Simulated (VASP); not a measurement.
Calculation: PBEsol GGA, VASP's PBE PAW potentials (set 64) (plane waves; VASP).

Input for VASP

File KPOINTS:
```
Automatic mesh
0
Gamma
9 9 9
0 0 0
```

**INCAR**
```
ALGO=Normal
EDIFF=1E-6
EDIFFG=-0.02
ENCUT=620
GGA=PS
IBRION=2
ISIF=3
ISMEAR=0
LASPH=.True.
LCHARG=.False.
LMAXMIX=4
LREAL=.False.
LWAVE=.False.
NELM=100
NSW=40
PREC=Accurate
PSTRESS=200
SIGMA=0.05
SYSTEM=SrO
```

### POSCAR
```
SrO
1
   -0.0000000000     2.4412218657     2.4412218657
    2.4412218657     0.0000000000     2.4412218657
    2.4412218657     2.4412218657     0.0000000000
Sr O
1 1
Direct
  0.0000000000   0.0000000000   0.0000000000
  0.5000000000   0.5000000000   0.5000000000
```

POTCAR, in this order: Sr_sv O (PBE.64 set). Program: vasp_std.

### Question
What will the output report for the number of irreducible k-points (NKPTS), largest plane-wave count, number of space-group operations, FFT grid (NGX, NGY, NGZ)?

### Answer

```
Quantity                                      Result
--------------------------------------  ------------
number of irreducible k-points (NKPTS)            35
largest plane-wave count                        1032
number of space-group operations                  48
FFT grid (NGX, NGY, NGZ)                28 × 28 × 28
```

The compound is SrO in the rock salt structure. It was relaxed first under an external pressure of 20 GPa.
